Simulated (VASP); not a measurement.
# BiP: structure and properties in VASP, part 2 of 2

Aim: relax BiP, then compute properties on the relaxed cell. The cell is invented: it takes the structure of COD entry 9008831, AlP (space group 216 there), with some of its atoms replaced by other elements, volume scaled by an estimate. It may not be a known or stable phase.

VASP 6.6.1, plane waves and PAW; the level of theory is named at each step.

Still holding for the runs below: The k-mesh is coarse for a metal.

So far. Step 8 (Field gradients at the nuclei (PBE + D3(BJ))): The run ends at a pressure of 0.02 GPa.

### Step 9. Band structure (TB-mBJ)

This step: TB-mBJ; plane waves and PAW (Bi_d, P); invented cell (VASP 6.6.1).

Levels along the symmetry lines show where the bands peak and cross; KPOINTS_OPT computes them in the converged potential. TB-mBJ is a local potential fitted to gaps: it costs far less than a hybrid but gives no energy.

File INCAR:

```
SYSTEM = BiP
PREC = Accurate
ENCUT = 400
EDIFF = 1E-06
NELM = 150
ISMEAR = -1
SIGMA = 0.05
LREAL = .FALSE.
ALGO = Normal
METAGGA = MBJ
LASPH = .TRUE.
NBANDS = 22
LORBIT = 11
LWAVE = .FALSE.
LCHARG = .FALSE.
```

File POSCAR:

```
BiP
1.0
    0.0000000000      3.2131835306      3.2131835306
    3.2131835306      0.0000000000      3.2131835306
    3.2131835306      3.2131835306      0.0000000000
Bi P
1 1
Direct
    0.0000000000      0.0000000000      0.0000000000
    0.2500000000      0.2500000000      0.2500000000
```

File KPOINTS:

```
Automatic mesh
0
Gamma
6 6 6
0 0 0
```

File KPOINTS_OPT:

```
Line mode
16
Line-mode
Reciprocal
  0.00000000   0.00000000   0.00000000 GAMMA
  0.50000000   0.00000000   0.50000000 X

  0.50000000   0.00000000   0.50000000 X
  0.50000000   0.25000000   0.75000000 W

  0.50000000   0.25000000   0.75000000 W
  0.37500000   0.37500000   0.75000000 K

  0.37500000   0.37500000   0.75000000 K
  0.00000000   0.00000000   0.00000000 GAMMA

  0.00000000   0.00000000   0.00000000 GAMMA
  0.50000000   0.50000000   0.50000000 L

  0.50000000   0.50000000   0.50000000 L
  0.62500000   0.25000000   0.62500000 U

  0.62500000   0.25000000   0.62500000 U
  0.50000000   0.25000000   0.75000000 W

  0.50000000   0.25000000   0.75000000 W
  0.50000000   0.50000000   0.50000000 L

  0.50000000   0.50000000   0.50000000 L
  0.37500000   0.37500000   0.75000000 K

  0.62500000   0.25000000   0.62500000 U
  0.50000000   0.00000000   0.50000000 X
```

Potentials, in the order of the species: Bi_d and P (PBE family, release 64).

Launch:

```bash
mpirun -np 1 vasp_std
```

Elapsed: 3.2 min, on 1 MPI rank of AMD EPYC 7R43, shared host; peak memory 0.15 GiB.

This functional is a potential without an energy, so its energies, forces and stress mean nothing and are not read. The PAW data sets were made with PBE, which is usual practice but a small mismatch for other functionals.

Numbers from this step:

| Quantity | Value |
| --- | --- |
| SCF cycles | 30 |
| bands | 22 |
| Fermi energy | 4.697 eV |

Electronic bands along the path, in eV, zero at the Fermi level; # counts the bands kept:

| point | #1 | #2 | #3 | #4 | #5 | #6 | #7 | #8 |
| --- | --- | --- | --- | --- | --- | --- | --- | --- |
| Γ | -6.05 | -2.06 | -2.06 | -2.06 | 0.88 | 0.88 | 0.88 | 4.78 |
| 0.53 of the way | -8.14 | -3.26 | -3.26 | -0.71 | 0.02 | 3.00 | 3.00 | 5.14 |
| X | -10.19 | -3.86 | -3.86 | -0.66 | -0.21 | 4.94 | 4.95 | 6.17 |
| 0.53 of the way | -10.18 | -4.07 | -4.03 | -0.17 | 0.54 | 3.88 | 4.30 | 6.23 |
| W | -10.17 | -4.21 | -4.15 | 0.28 | 1.67 | 2.53 | 3.75 | 6.27 |
| 0.53 of the way | -10.07 | -4.37 | -3.82 | -0.15 | 1.39 | 3.20 | 3.96 | 5.83 |
| K | -10.02 | -4.42 | -3.60 | -0.53 | 1.34 | 3.86 | 3.91 | 5.45 |
| 0.47 of the way | -8.27 | -3.73 | -2.65 | -1.23 | 1.75 | 1.84 | 2.62 | 6.09 |
| Γ | -6.05 | -2.06 | -2.06 | -2.06 | 0.88 | 0.88 | 0.88 | 4.78 |
| 0.47 of the way | -7.46 | -2.51 | -2.51 | -2.15 | 1.55 | 1.55 | 1.92 | 6.26 |
| L | -9.13 | -2.90 | -2.90 | -2.50 | 2.02 | 2.02 | 4.28 | 6.58 |
| 0.47 of the way | -9.37 | -4.05 | -3.16 | -1.12 | 1.86 | 2.64 | 3.75 | 6.35 |
| U | -10.02 | -4.42 | -3.60 | -0.53 | 1.34 | 3.86 | 3.91 | 5.45 |
| 0.47 of the way | -10.07 | -4.37 | -3.82 | -0.15 | 1.39 | 3.20 | 3.96 | 5.83 |
| W | -10.17 | -4.21 | -4.15 | 0.28 | 1.67 | 2.53 | 3.75 | 6.27 |
| 0.47 of the way | -9.55 | -4.25 | -3.41 | -0.63 | 1.79 | 2.80 | 3.71 | 5.85 |
| L | -9.13 | -2.90 | -2.90 | -2.50 | 2.02 | 2.02 | 4.28 | 6.58 |
| 0.53 of the way | -9.45 | -4.17 | -3.23 | -0.96 | 1.85 | 2.81 | 3.65 | 6.15 |
| K | -10.02 | -4.42 | -3.60 | -0.53 | 1.34 | 3.86 | 3.91 | 5.45 |
| jump to U | -10.02 | -4.42 | -3.60 | -0.53 | 1.34 | 3.86 | 3.91 | 5.45 |
| 0.53 of the way | -10.18 | -4.08 | -3.80 | -0.55 | 0.17 | 4.56 | 4.66 | 6.06 |
| X | -10.19 | -3.86 | -3.86 | -0.66 | -0.21 | 4.94 | 4.95 | 6.17 |

Of the projections kept (Bi, P), the largest for each band there; the rest of the weight can lie on other orbitals:

| point | #1 | #2 | #3 | #4 | #5 | #6 | #7 | #8 |
| --- | --- | --- | --- | --- | --- | --- | --- | --- |
| Γ | P 0.52 | P 0.58 | P 0.58 | P 0.58 | Bi 0.79 | Bi 0.79 | Bi 0.79 | Bi 0.65 |
| X | P 0.89 | Bi 0.53 | Bi 0.53 | P 0.71 | Bi 0.79 | Bi 0.59 | Bi 0.59 | P 0.78 |
| W | P 0.89 | Bi 0.58 | Bi 0.51 | P 0.77 | Bi 0.80 | P 0.62 | Bi 0.88 | P 0.64 |
| K | P 0.77 | Bi 0.55 | Bi 0.52 | P 0.58 | Bi 0.55 | Bi 0.66 | Bi 0.62 | Bi 0.50 |
| Γ | P 0.52 | P 0.58 | P 0.58 | P 0.58 | Bi 0.79 | Bi 0.79 | Bi 0.79 | Bi 0.65 |
| L | P 0.56 | P 0.51 | P 0.51 | Bi 0.51 | Bi 0.70 | Bi 0.70 | P 0.61 | Bi 0.61 |

There is no gap at this level.

### Step 10. Volume scan with PBE + D3(BJ)

This step: PBE with D3(BJ); plane waves and PAW (Bi_d, P); invented cell (VASP 6.6.1).

An equation of state needs energies on both sides of the minimum, all on one mesh and cutoff.

File INCAR:

```
SYSTEM = BiP
PREC = Accurate
ENCUT = 400
EDIFF = 1E-06
NELM = 100
ISMEAR = -1
SIGMA = 0.05
LREAL = .FALSE.
ALGO = Normal
GGA = PE
IVDW = 12
NBANDS = 16
LORBIT = 11
LWAVE = .FALSE.
LCHARG = .FALSE.
ISIF = 2
```

File POSCAR:

```
BiP
1.0
    0.0000000000      3.1475899513      3.1475899513
    3.1475899513      0.0000000000      3.1475899513
    3.1475899513      3.1475899513      0.0000000000
Bi P
1 1
Direct
    0.0000000000      0.0000000000      0.0000000000
    0.2500000000      0.2500000000      0.2500000000
```

KPOINTS is that of step 9.

Launch:

```bash
mpirun -np 1 vasp_std
```

Elapsed: 22 s, on 1 MPI rank; peak memory 0.14 GiB.

The scan keeps the cell's shape and the fractional positions fixed.

This step gave:

```yaml
scf_cycles: 13
bands: 16
free_energy_toten: -9.172 eV
energy_at_zero_smearing: -9.169 eV
fermi_energy: 5.250 eV
pressure: 3.290 GPa
```

The pressure here is 3.29 GPa.

### Step 11. Volume scan with PBE + D3(BJ) (run 2)

INCAR is that of step 10.

File POSCAR:

```
BiP
1.0
    0.0000000000      3.1697568081      3.1697568081
    3.1697568081      0.0000000000      3.1697568081
    3.1697568081      3.1697568081      0.0000000000
Bi P
1 1
Direct
    0.0000000000      0.0000000000      0.0000000000
    0.2500000000      0.2500000000      0.2500000000
```

KPOINTS is that of step 10.

Launch:

```bash
mpirun -np 1 vasp_std
```

Run time: 19 s. Hardware: 1 MPI rank; peak memory 0.14 GiB.

This step gave:

| Quantity | Value |
| --- | --- |
| SCF cycles | 14 |
| free energy (TOTEN) | -9.194 eV |
| energy at zero smearing | -9.192 eV |
| Fermi energy | 5.029 eV |
| pressure | 2.097 GPa |

The pressure falls from 3.29 to 2.10 GPa.

The run ends at a pressure of 2.10 GPa.

### Step 12. Volume scan with PBE + D3(BJ) (run 3)

INCAR is that of step 11.

File POSCAR:

```
BiP
1.0
    0.0000000000      3.1916178907      3.1916178907
    3.1916178907      0.0000000000      3.1916178907
    3.1916178907      3.1916178907      0.0000000000
Bi P
1 1
Direct
    0.0000000000      0.0000000000      0.0000000000
    0.2500000000      0.2500000000      0.2500000000
```

KPOINTS is that of step 11.

Launch:

```bash
mpirun -np 1 vasp_std
```

The job ended after 19 s (1 MPI rank; peak memory 0.14 GiB).

The pressure falls from 2.10 to 1.00 GPa.

The run ends at a pressure of 1.00 GPa.

### Step 13. Volume scan with PBE + D3(BJ) (run 4)

INCAR is that of step 12.

File POSCAR:

```
BiP
1.0
    0.0000000000      3.2131835306      3.2131835306
    3.2131835306      0.0000000000      3.2131835306
    3.2131835306      3.2131835306      0.0000000000
Bi P
1 1
Direct
    0.0000000000      0.0000000000      0.0000000000
    0.2500000000      0.2500000000      0.2500000000
```

KPOINTS is that of step 12.

Launch:

```bash
mpirun -np 1 vasp_std
```

The job ended after 21 s (1 MPI rank; peak memory 0.13 GiB).

The pressure falls from 1.00 to 0.01 GPa.

The run ends at a pressure of 0.01 GPa.

### Step 14. Volume scan with PBE + D3(BJ) (run 5)

INCAR is that of step 13.

File POSCAR:

```
BiP
1.0
    0.0000000000      3.2344635119      3.2344635119
    3.2344635119      0.0000000000      3.2344635119
    3.2344635119      3.2344635119      0.0000000000
Bi P
1 1
Direct
    0.0000000000      0.0000000000      0.0000000000
    0.2500000000      0.2500000000      0.2500000000
```

KPOINTS is that of step 13.

Launch:

```bash
mpirun -np 1 vasp_std
```

Wall time 22 s (1 MPI rank); peak memory 0.14 GiB.

The pressure falls from 0.01 to -0.89 GPa.

The run ends at a pressure of -0.89 GPa.

### Step 15. Volume scan with PBE + D3(BJ) (run 6)

INCAR is that of step 14.

File POSCAR:

```
BiP
1.0
    0.0000000000      3.2554671102      3.2554671102
    3.2554671102      0.0000000000      3.2554671102
    3.2554671102      3.2554671102      0.0000000000
Bi P
1 1
Direct
    0.0000000000      0.0000000000      0.0000000000
    0.2500000000      0.2500000000      0.2500000000
```

KPOINTS is that of step 14.

Launch:

```bash
mpirun -np 1 vasp_std
```

It took 24 s on 1 MPI rank; peak memory 0.14 GiB.

The pressure falls from -0.89 to -1.70 GPa.

The run ends at a pressure of -1.70 GPa.

### Step 16. Volume scan with PBE + D3(BJ) (run 7)

A prediction first. A parabola through the 6 pressures of evenly scaled cells so far, P = 0.01 -47.3 t +92 t² GPa with t = ln(V/V₁) and V₁ the volume at scale 1, gives -2.43 GPa at t = +0.0583.

INCAR is that of step 15.

File POSCAR:

```
BiP
1.0
    0.0000000000      3.2762031286      3.2762031286
    3.2762031286      0.0000000000      3.2762031286
    3.2762031286      3.2762031286      0.0000000000
Bi P
1 1
Direct
    0.0000000000      0.0000000000      0.0000000000
    0.2500000000      0.2500000000      0.2500000000
```

KPOINTS is that of step 15.

Launch:

```bash
mpirun -np 1 vasp_std
```

The job ended after 17 s (1 MPI rank; peak memory 0.14 GiB).

The pressure falls from -1.70 to -2.44 GPa. The parabola predicted -2.43 GPa, which holds within 0.01 GPa.

### Step 17. The series together

Times are for 1 MPI rank of AMD EPYC 7R43, shared host. The runs compared:

| no. | volume scale | energy above the lowest point (meV/atom) | pressure (GPa) | time | memory (GiB) |
| --- | --- | --- | --- | --- | --- |
| 1 | 0.94 | 20.72 | 3.290 | 22 s | 0.14 |
| 2 | 0.96 | 9.21 | 2.097 | 19 s | 0.14 |
| 3 | 0.98 | 2.4 | 1.004 | 19 s | 0.14 |
| 4 | 1 | 0 | 0.01244 | 21 s | 0.13 |
| 5 | 1.02 | 1.5 | -0.8872 | 22 s | 0.14 |
| 6 | 1.04 | 6.62 | -1.703 | 24 s | 0.14 |
| 7 | 1.06 | 14.92 | -2.435 | 17 s | 0.14 |

### Step 18. Fit for PBE + D3(BJ)

This step: Birch-Murnaghan fit, PBE with D3(BJ); plane waves and PAW; invented cell (VASP 6.6.1).

This step runs nothing: it gathers the runs above.

Numbers from this step:

```
pressure derivative of the bulk modulus : 3.871
r.m.s. error of the fit                 : 1.85e-5 eV/atom
minimum inside the sampled range        : yes
bulk modulus                            : 47.12 GPa
equilibrium volume of the fit           : 33.24 Å³/atom
```

Table of energy above the fitted minimum by volume:

| volume (Å³/atom) | energy above the fitted minimum (eV/atom) |
| --- | --- |
| 31.18 | 0.0207 |
| 31.85 | 0.00923 |
| 32.51 | 0.00242 |
| 33.17 | 1.9e-5 |
| 33.84 | 0.00152 |
| 34.50 | 0.00664 |
| 35.17 | 0.0149 |

The fitted volume lies +0.20 % from the relaxed one. At a finite cutoff and mesh the minimum of the energy and the zero of the stress don't quite coincide, and the relaxation stops at a threshold.

### Step 19. Total energy, forces and stress (PBE + D3(BJ)), changed input

This step: PBE with D3(BJ); plane waves and PAW (Bi_d, P); invented cell (VASP 6.6.1).

A single point gives energy, forces and stress at these settings. Some settings are moved from the usual, to see what they do.

Changes to INCAR since step 16:

```diff
@@ -5,4 +5,4 @@
 NELM = 100
-ISMEAR = -1
-SIGMA = 0.05
+ISMEAR = 1
+SIGMA = 0.01
 LREAL = .FALSE.
@@ -16 +16,3 @@
 ISIF = 2
+NELECT = 19.9
+KSPACING = 0.5
```

File POSCAR:

```
BiP
1.0
    0.0000000000      3.2131835306      3.2131835306
    3.2131835306      0.0000000000      3.2131835306
    3.2131835306      3.2131835306      0.0000000000
Bi P
1 1
Direct
    0.0000000000      0.0000000000      0.0000000000
    0.2500000000      0.2500000000      0.2500000000
```

Launch:

```bash
mpirun -np 1 vasp_std
```

Elapsed: 8.4 s, on 1 MPI rank; peak memory 0.13 GiB.

The run converged; its settings lie outside those of the reference runs, so its numbers are set aside.

Settings moved from the usual: ISMEAR = 1, SIGMA = 0.01, KSPACING = 0.5 and NELECT = 19.9.

NELECT differs from the neutral count, so the cell is charged against a uniform background: another system, not a numerical setting. The mesh holds 8 irreducible points against 16.

### Step 20. Outcome

```yaml
relaxed_volume: 33.17 Å³/atom
relaxed_conventional_cell_a_b_c: 6.426, 6.426, 6.426 Å
space_group_after_relaxing_within_0p02_a: F-43m (No. 216)
band_gap: none, a metal
dos_at_the_fermi_level: 0.788 states/eV/cell
largest_field_gradient_vzz: zero within the noise on all sites
band_gap_tb_mbj: none, a metal
bulk_modulus_from_the_fit: 47.1 GPa
volume_from_the_fit: 33.2 Å³/atom
```

**Reading.** With PBE + D3(BJ), BiP relaxes to 33.17 Å³/atom in space group F-43m (held by the symmetry of the run), comes out as a metal and has a bulk modulus of 47.1 GPa. Band structure (PBE + D3(BJ)): Of the bands kept, 2 cross the Fermi level on this path. Band structure (TB-mBJ): Of the bands kept, 2 cross the Fermi level on this path. The other levels ran on the cell relaxed with PBE + D3(BJ), and without spin-orbit coupling unless named. Spin-orbit coupling is left out, and with elements this heavy it would split and shift bands near the Fermi level. The k-sampling is coarse for a metal, so the Fermi level, pressures and the shape of the cell carry errors. No search among competing phases was made. All values are for a static lattice at zero temperature.

[Lines on the potential files, build, host, timing and source positions are cut from VASP's logs without a mark.]

[Logs are printed without paths, hosts, clocks, repeated set-up lines and the standing remarks that a program may print on its own settings, such as how far it seeks lower states.]

[Hosts, paths, dates, database ids (printed as entryN), source tags and the programs' standing remarks are cut or masked in the printed files.]

[A measured line is paired with the nearest computed mode of its activity, which favours agreement.]
